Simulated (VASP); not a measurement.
Output of a VASP run:

### OUTCAR
```
 ion  position               nearest neighbor table
   1  0.000  0.000  0.000-   2 2.68   2 2.68   2 2.68   2 2.68
   2  0.250  0.250  0.250-   1 2.68   1 2.68   1 2.68   1 2.68
  LATTYP: Found a face centered cubic cell.
 ALAT       =     6.1833928536
 Subroutine PRICEL returns:
 Original cell was already a primitive cell.
 Subroutine GETGRP returns: Found 24 space group operations
The static configuration has the point symmetry T_d .
The dynamic configuration has the point symmetry T_d .
 Subroutine INISYM returns: Found 24 space group operations
 Subroutine IBZKPT returns following result:
 Found     29 irreducible k-points:

 Following reciprocal coordinates:
            Coordinates               Weight
  0.000000  0.000000  0.000000      1.000000
  0.125000  0.000000  0.000000      8.000000
  0.250000  0.000000  0.000000      8.000000
  0.375000  0.000000  0.000000      8.000000
  0.500000  0.000000  0.000000      4.000000
  0.125000  0.125000  0.000000      6.000000
  0.250000  0.125000  0.000000     24.000000
  0.375000  0.125000  0.000000     24.000000
  0.500000  0.125000  0.000000     24.000000
 -0.375000  0.125000  0.000000     24.000000
 -0.250000  0.125000  0.000000     24.000000
 -0.125000  0.125000  0.000000     12.000000
  0.250000  0.250000  0.000000      6.000000
  0.375000  0.250000  0.000000     24.000000
  0.500000  0.250000  0.000000     24.000000
 -0.375000  0.250000  0.000000     24.000000
 -0.250000  0.250000  0.000000     12.000000
  0.375000  0.375000  0.000000      6.000000
  0.500000  0.375000  0.000000     24.000000
 -0.375000  0.375000  0.000000     12.000000
  0.500000  0.500000  0.000000      3.000000
  0.375000  0.250000  0.125000     24.000000
  0.500000  0.250000  0.125000     48.000000
 -0.375000  0.250000  0.125000     24.000000
  0.500000  0.375000  0.125000     24.000000
 -0.375000  0.375000  0.125000     48.000000
 -0.250000  0.375000  0.125000     24.000000
 -0.375000  0.500000  0.125000     12.000000
 -0.250000  0.500000  0.250000      6.000000
   k-points           NKPTS =     29   k-points in BZ     NKDIM =     29   number of bands    NBANDS=     13
   number of dos      NEDOS =    601   number of ions     NIONS =      2
   total plane-waves  NPLWV =  46656
   dimension x,y,z NGX =    36 NGY =   36 NGZ =   36
   dimension x,y,z NGXF=    72 NGYF=   72 NGZF=   72
   ions per type =               1   1
   PREC   = accura    normal or accurate (medium, high low for compatibility)
   ISTART =      0    job   : 0-new  1-cont  2-samecut
   ICHARG =      2    charge: 1-file 2-atom 10-const
   ISPIN  =      1    spin polarized calculation?
   LNONCOLLINEAR =      F non collinear calculations
   LSORBIT =      F    spin-orbit coupling
   INIWAV =      1    electr: 0-lowe 1-rand  2-diag
   ENCUT  =  520.0 eV  38.22 Ry    6.18 a.u.   8.13  8.13  8.13*2*pi/ulx,y,z
   NELM   =    100;   NELMIN=  2; NELMDL= -5     # of ELM steps
   EDIFF  = 0.1E-06   stopping-criterion for ELM
   LREAL  =      F    real-space projection
   NLSPLINE    = F    spline interpolate recip. space projectors
   LMAXMIX     =    4 max onsite mixed and CHGCAR
   VOSKOWN=      0    Vosko Wilk Nusair interpolation
   EDIFFG = 0.1E-05   stopping-criterion for IOM
   NSW    =      0    number of steps for IOM
   NBLOCK =      1;   KBLOCK =      1    inner block; outer block
   IBRION =     -1    ionic relax: 0-MD 1-quasi-New 2-CG
   NFREE  =      0    steps in history (QN), initial steepest desc. (CG)
   ISIF   =      2    stress and relaxation
   ISYM   =      2    0-nonsym 1-usesym 2-fastsym
   TEIN   =    0.0    initial temperature
   TEBEG  =    0.0;   TEEND  =   0.0 temperature during run
   SMASS  =  -3.00    Nose mass-parameter (am)
   PSTRESS=    0.0 pullay stress
   NELECT =      18.0000    total number of electrons
   EFERMI =   0.00;   METHOD = LEGACY
   ISMEAR =    -5;   SIGMA  =   0.20  broadening in eV -4-tet -1-fermi 0-gaus
   IALGO  =     38    algorithm
...
```

File OSZICAR:
```
       N       E                     dE             d eps       ncg     rms          rms(c)
DAV:   1     0.111563610903E+03    0.11156E+03   -0.88158E+03   754   0.122E+03
DAV:   2     0.375244509046E+01   -0.10781E+03   -0.10393E+03   869   0.289E+02
DAV:   3    -0.908417482108E+00   -0.46609E+01   -0.46487E+01   884   0.616E+01
DAV:   4    -0.934522964638E+00   -0.26105E-01   -0.26103E-01   839   0.468E+00
DAV:   5    -0.934688764421E+00   -0.16580E-03   -0.16580E-03   869   0.338E-01    0.567E+00
DAV:   6    -0.543667943676E+00    0.39102E+00   -0.74260E-01   953   0.105E+01    0.447E+00
DAV:   7    -0.524946648535E+00    0.18721E-01   -0.15867E-01   769   0.299E+00    0.200E+00
DAV:   8    -0.525314668412E+00   -0.36802E-03   -0.12372E-02   799   0.164E+00    0.235E-01
DAV:   9    -0.525323435277E+00   -0.87669E-05   -0.17446E-03   834   0.606E-01    0.447E-02
DAV:  10    -0.525356870525E+00   -0.33435E-04   -0.18305E-04   804   0.194E-01    0.418E-02
DAV:  11    -0.525376034921E+00   -0.19164E-04   -0.41058E-05   764   0.641E-02    0.128E-02
DAV:  12    -0.525374485269E+00    0.15497E-05   -0.75634E-06   855   0.370E-02    0.384E-03
DAV:  13    -0.525374400225E+00    0.85044E-07   -0.77348E-07   764   0.782E-03
   1 F= -.52537440E+00 E0= -.52537440E+00  d E =0.000000E+00
```

File OUTCAR:
```
------------------------ aborting loop because EDIFF is reached ----------------------------------------
  FORCE on cell =-STRESS in cart. coord.  units (eV):
  Direction    XX          YY          ZZ          XY          YZ          ZX
  --------------------------------------------------------------------------------------
  Total        0.0034761      0.0034761      0.0034761      0.0000000      0.0000000      0.0000000
  in kB        0.0942277      0.0942277      0.0942277      0.0000000      0.0000000      0.0000000
  external PRESSURE =       0.0942277 kB  Pullay stress =       0.0000000 kB
  volume of cell :       59.10
      direct lattice vectors                 reciprocal lattice vectors
     0.000000000  3.091696427  3.091696427    -0.161723511  0.161723511  0.161723511
     3.091696427  0.000000000  3.091696427     0.161723511 -0.161723511  0.161723511
     3.091696427  3.091696427  0.000000000     0.161723511  0.161723511 -0.161723511
  FREE ENERGIE OF THE ION-ELECTRON SYSTEM (eV)
  ---------------------------------------------------
  free  energy   TOTEN  =        -0.5253744002 eV

  energy  without entropy=       -0.5253744002  energy(sigma->0) =       -0.52537440

 total charge

# of ion       s       p       d       tot
------------------------------------------
    1        0.445   0.288   9.552  10.285
    2        1.456   2.366   0.019   3.841
--------------------------------------------------
tot          1.901   2.654   9.571  14.126
```
(Selected blocks of OUTCAR.)

File POSCAR:
```
CdSe
1
    0.0000000000     3.0916964268     3.0916964268
    3.0916964268     0.0000000000     3.0916964268
    3.0916964268     3.0916964268     0.0000000000
Cd Se
1 1
Direct
  0.0000000000   0.0000000000   0.0000000000
  0.2500000000   0.2500000000   0.2500000000
```

Problem. Write an INCAR and KPOINTS that could have produced this output.

Solution. One answer among several that fit: the input of the run itself, optB88-vdW, plane waves, VASP's PBE PAW potentials (set 64).

**INCAR**
```
SYSTEM = CdSe
PREC = Accurate
ENCUT = 520
EDIFF = 1E-7
NELM = 100
ALGO = Normal
LREAL = .FALSE.
LASPH = .TRUE.
ISMEAR = -5
GGA = BO
PARAM1 = 0.1833333333
PARAM2 = 0.22
LUSE_VDW = .TRUE.
AGGAC = 0.0
LMAXMIX = 4
LWAVE = .FALSE.
LCHARG = .TRUE.
LORBIT = 11
NEDOS = 601
ISIF = 2
```

**KPOINTS**
```
Automatic
0
G
8 8 8
0 0 0
```

POTCAR, in this order: Cd Se (PBE.64 set). Program: vasp_std.

The compound is CdSe in the zinc blende structure, whereas wurtzite is the usual form. It was relaxed first, which changed the volume by +7 %.
